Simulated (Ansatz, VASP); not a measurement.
# HfC in two plane-wave programs, part 2 of 2

Aim: how closely do two programs agree when they are given the same cell, functional and k mesh? The cell is taken from a series of runs on this material, whose earlier steps may have relaxed, scaled, displaced or heated it; both programs get it as it stands.

VASP 6.6.1 and Ansatz 0.2.0.

So far: The starting structure; VASP: zone-centre phonons, PBEsol.

## Step 3: Ansatz: zone-centre phonons, PBEsol

Level of this step: Ansatz beside VASP: Kohn-Sham DFT, plane waves, PBEsol (Ansatz).

Ansatz runs on its PAW soft_1 files.

The same cell, functional, mesh and smearing now go to Ansatz, which takes its cutoff from its data sets.

input.yaml

```yaml
crystal:
  lattice:
    - [0.0, 2.2805442699, 2.3127247229]
    - [2.2805442699, 0.0, 2.3127247229]
    - [2.2805442699, 2.2805442699, 0.0]
  atoms:
    - { symbol: C, position: [0.0, 0.0, 0.0] }
    - { symbol: Hf, position: [0.5, 0.5, 0.5] }
kpoints:
  mp_grid: { grid: [16, 16, 16] }
hamiltonian:
  xc: pbesol
  pseudopotentials: { kind: paw, azcp: { folder: soft_1 }, xc_functional: pbe }
scf:
  occupations: { method: methfessel_paxton, width: 0.2 }
output:
  eigenvalues: true
phonons:
  method: dfpt
```

Started as:

```
$ ansatz run input.yaml --threads 4 --pin off --max-ram 10240MiB --backend cpu --events-out ev --progress --plain --runs-dir out
```

Numbers of over 12 decimals in the logs are rounded to 6 here.

Log:

```text
zone centre: on kpoints.mp_grid the ground state, and the responses unless they are solved on pairs of k-points, stand on 621 of the mesh's 4096 k-points, reduced under 8 symmetry operations, with k and −k counted as one. Each operation leaves every solved displacement unchanged or reverses it
Engine: ansatz 0.2.0, x86_64-unknown-linux-gnu
Pseudopotentials: kind: paw
Pseudopotential: C, paw, valence charge 4, recommended cutoff 420 eV (normal), soft_1/C.paw.azcp
Pseudopotential: Hf, paw, valence charge 26, recommended cutoff 420 eV (normal), soft_1/Hf.paw.azcp
Functional definition: PBEsol
  exchange = pbesol_x
  correlation = pbesol_c
Crystal: 2 atoms, lattice volume = 24.056 Å³
Basis set: ecut = 420 eV, 475 PW (Γ), exchange–correlation on 48×48×48 points (8 copies of the dense FFT grid, shifted against one another)
Bands: 19, of which v1, the nominal top of the filled ones, is band 15 counted from 1 (14 counted from 0)
Symmetry: 16 space group operations
k-points: 621 of 4096 (irreducible under 8 space group operations)
Non-local potential: C, projectors of the file, l = 0: 2, l = 1: 2, l = 2: 1
Non-local potential: Hf, projectors of the file, l = 0: 3, l = 1: 2, l = 2: 2, l = 3: 3
PAW form: soft (Blöchl's): semilocal exchange-correlation on the pseudo side does not see the compensation charge
PAW frozen core: C, regenerated for the run's functional, and the local potential with it (the file was generated under x = pbe(κ = 0.804, μ = 0.219515), c = pbe(β = 0.066725))
PAW frozen core: Hf, regenerated for the run's functional, and the local potential with it (the file was generated under x = pbe(κ = 0.804, μ = 0.219515), c = pbe(β = 0.066725))
PAW one-centre angular grid: C, 110 points (default); XC on 64 Gauss nodes
PAW one-centre angular grid: Hf, 590 points (default); XC on 64 Gauss nodes
Initial density: superposition of atomic densities (chi_scale 0.1, normalization cell, long waves kept (reshape's long-wave potential 0.00 eV rms))
Initial wavefunctions: pseudopotential atomic-orbital guess
Functional: x = pbesol(κ = 0.804, μ = 0.123457), c = pbesol(β = 0.046)
SCF iter   1: F=—  HF=-15848.060233 eV  |F-HF|=—  |Δ(HF+E_count)|=         —  Δρ=8.83e-2  dr2=2.51e0  ethr=3.10e-3  ⟨swp⟩=4.9  Hψ=51825  notcnv=0
preconditioner: auto → Kerker (q_TF=auto, 2.831 Å⁻¹)  [metal: Δε(μ)=0.020 eV  Ē_g=17.690 eV  σ=0.200 eV  W_gap=0.08  n_scr=14 (ndim 8)  ℏωp=40.1 eV  f_vac=0.000  D(μ)=0.21/eV (n_scr^D=0)]
SCF iter   2: F=—  HF=-15847.536951 eV  |F-HF|=—  |Δ(HF+E_count)|=   5.23e-1  S|Δr|=    0.00e0  Δρ=3.39e-2  dr2=2.77e-1  ethr=3.10e-3  ⟨swp⟩=2.5  Hψ=21824  notcnv=0  defer=3
SCF iter   3: F=—  HF=-15847.479958 eV  |F-HF|=—  |Δ(HF+E_count)|=   5.70e-2  S|Δr|=    0.00e0  Δρ=1.41e-2  dr2=2.93e-2  ethr=9.23e-4  ⟨swp⟩=2.0  Hψ=21328  notcnv=0
SCF iter   4: F=—  HF=-15847.472478 eV  |F-HF|=—  |Δ(HF+E_count)|=   7.48e-3  S|Δr|=    0.00e0  Δρ=8.25e-3  dr2=7.64e-3  ethr=9.75e-5  ⟨swp⟩=2.1  Hψ=21255  notcnv=0
SCF iter   5: F=—  HF=-15847.472646 eV  |F-HF|=—  |Δ(HF+E_count)|=   1.68e-4  S|Δr|=    0.00e0  Δρ=1.45e-3  dr2=2.74e-4  ethr=2.55e-5  ⟨swp⟩=2.1  Hψ=19150  notcnv=0
SCF iter   6: F=—  HF=-15847.472591 eV  |F-HF|=—  |Δ(HF+E_count)|=   5.52e-5  S|Δr|=    0.00e0  Δρ=2.50e-4  dr2=1.52e-5  ethr=9.12e-7  ⟨swp⟩=2.5  Hψ=21093  notcnv=0
SCF iter   7: F=—  HF=-15847.472597 eV  |F-HF|=—  |Δ(HF+E_count)|=   5.90e-6  S|Δr|=    0.00e0  Δρ=7.04e-5  dr2=8.99e-7  ethr=5.07e-8  ⟨swp⟩=2.3  Hψ=21687  notcnv=0
SCF iter   8: F=—  HF=-15847.472594 eV  |F-HF|=—  |Δ(HF+E_count)|=   3.56e-6  S|Δr|=    0.00e0  Δρ=1.32e-5  dr2=2.42e-8  ethr=3.00e-9  ⟨swp⟩=2.5  Hψ=20989  notcnv=0
SCF iter   9: F=—  HF=-15847.472594 eV  |F-HF|=—  |Δ(HF+E_count)|=   1.00e-8  S|Δr|=    0.00e0  Δρ=2.74e-6  dr2=1.66e-9  ethr=8.07e-11  ⟨swp⟩=2.7  Hψ=21878  notcnv=0
SCF iter  10: F=—  HF=-15847.472594 eV  |F-HF|=—  |Δ(HF+E_count)|=  8.20e-10  S|Δr|=    0.00e0  Δρ=2.72e-7  dr2=1.01e-11  ethr=5.54e-12  ⟨swp⟩=2.3  Hψ=20136  notcnv=0
SCF iter  11: F=-15847.472594 eV  HF=-15847.472594 eV  |F-HF|=1.82e-12  |Δ(HF+E_count)|=  1.82e-11  S|Δr|=    0.00e0  Δρ=4.60e-8  dr2=2.75e-13  ethr=1.00e-12  ⟨swp⟩=7.6  Hψ=69661  notcnv=0
SCF 1 converged in 11 iterations: F = -15847.472594 eV  dr2 = 2.75e-13
  greatest PAW one-centre occupation: 0.998 electrons in one spin orbital (limit 2), on the Hf atom at site 1 (counted from 0), in its partial waves of l = 0
DFPT response loops at Γ: preconditioner auto → Kerker (q_TF=auto, 2.831 Å⁻¹) (partly filled bands, converged f_vac=0.000); β = 1.00, the filter's whole step (`scf.mixing.beta` (0.50) is not read by the response loops under this deck's `scf.mixing.preconditioner`; to damp them name `kerker` or `kerker_dos`, under which they read `scf.mixing.beta`, and type it under 1.00, their step now; both keys bind the ground state too); Broyden in place of MSR1
SCF converged after 11 iterations
Stability not checked: this state was not tested for a lower state beside it, because cold or Methfessel-Paxton smearing, or corrected tetrahedra, fill the levels in a way that the test cannot read (fill_not_monotonic; see scf.lower_state_search)
Free energy (F): -15847.472594 eV
Harris-Foulkes:  -15847.472594 eV  (|F-HF|=1.82e-12)
Internal energy: -15847.471965 eV  (E = F + TS)
E sigma→0 (E₀):  -15847.472436 eV
Entropy (-TS):   -0.000629 eV (-0.314 meV/atom)
Fermi energy:    19.326932 eV
--- Per-component energies (eV) ---
  E_band       = 91.922494
  E_kinetic    = 496.273763
  E_local      = -6109.447003  (includes V_loc(G=0)·N_el)
  E_nonlocal   = 91.468171
  E_hartree    = 3000.732557
  E_xc         = -312.897211
  E_vxc        = -314.602739  (∫ρ·V_xc dr)
  E_paw        = -7673.971065  (= ΣΔE_a)
  E_vpaw       = -73.234882  (= ΣTr[D̂ρ^β])
  E_aug_tail   = 0.000109  (compensation charges beyond the density's cutoff)
  E_ewald      = -5340.903442
  E_core_change = 1.272157  (= ΣΔE_core)
  E_smearing   = -0.000629  (= −TS)
  E_closure    = -0.000000  (closes the sum)
  Σ components = -15847.472594   (vs F -15847.472594, Δ=0.00e0)
--- Band table (eV; the first three rows and the last of 621) ---
  k-point 0: bands = [... 11 lower, 8.5704, 20.3822, 20.4662, 20.4662, 20.5441, 20.7024, 20.7024, 22.6746]
  k-point 1: bands = [... 11 lower, 8.5702, 19.5961, 19.8181, 19.8990, 20.8651, 20.9414, 21.2462, 23.2118]
  k-point 2: bands = [... 11 lower, 8.5703, 18.5105, 18.9687, 19.0445, 21.2226, 21.2834, 21.6967, 24.3355]
  k-point 620: bands = [... 11 lower, 8.7113, 16.6514, 17.3400, 19.3843, 19.3843, 24.8358, 26.3580, 26.3580]
--- Phonons (Γ-DFPT): 4 representative perturbations + reference, on 621 of 4096 k-points (Σ response iterations 12) ---
  k mesh reduced under 8 symmetry operations, with k and −k counted as one. Each operation leaves every solved displacement unchanged or reverses it
  ASR residual: 1.479e-5 → 0.000e0 eV/Å²; symmetrization residual: 1.166e-6 eV/Å²
  ASR residual per site (eV/Å²): 1.48e-5 1.41e-5
  Γ frequencies (cm⁻¹): 0.00 0.00 0.00 440.22 481.70 481.70
  non-analytic LO–TO correction: not included (Born effective charges unavailable; polar crystals: no LO–TO splitting at Γ)
```

## Step 4: Comparison

Known differences besides the potentials themselves: the data sets hold 30 valence electrons in Ansatz (on its PAW soft_1 files) and 14 in VASP; the cutoff is 420 eV in Ansatz and 600 eV in VASP; Ansatz makes its cores anew for this functional, VASP keeps those of its PBE data sets. Total energies have different zeros and are not compared.

Both answers:

| quantity | Ansatz | VASP | difference |
| --- | --- | --- | --- |
| optical mode 1 (cm⁻¹) | 440.2 | 437.1 | +0.72 % |
| optical mode 2 to 3 (cm⁻¹) | 481.7 | 479.9 | +0.38 % |

Modes are paired by rising frequency, not by their patterns, so a pair may set unlike modes beside each other; they are those without the splitting of longitudinal modes.

## Step 5: What came out

```
r.m.s. difference of the optical zone-centre modes, each program's sorted by frequency (zone-centre phonons, PBEsol) : 2.4 cm⁻¹
difference in optical mode 1 (zone-centre phonons, PBEsol)                                                           : +0.7 %
```

In words: The r.m.s. difference of the optical zone-centre modes, each program's sorted by frequency is 2.4 cm⁻¹ (zone-centre phonons, PBEsol). The data sets hold unlike numbers of valence electrons (30 in Ansatz and 14 in VASP), so part of the differences comes from the potentials. Among the rows given in per cent, the largest difference of the zone-centre phonons, PBEsol pair is in optical mode 1, +0.7 %. Such differences can come from data sets, numerical settings and the points named under the comparisons, not from the functional's error against experiment.

[Lines on the potential files, build, host, timing and source positions are cut from VASP's logs without a mark.]

[Logs are printed without paths, hosts, clocks, repeated set-up lines and the standing remarks that a program may print on its own settings, such as how far it seeks lower states.]

[Hosts, paths, dates, database ids (printed as entryN), source tags and the programs' standing remarks are cut or masked in the printed files.]
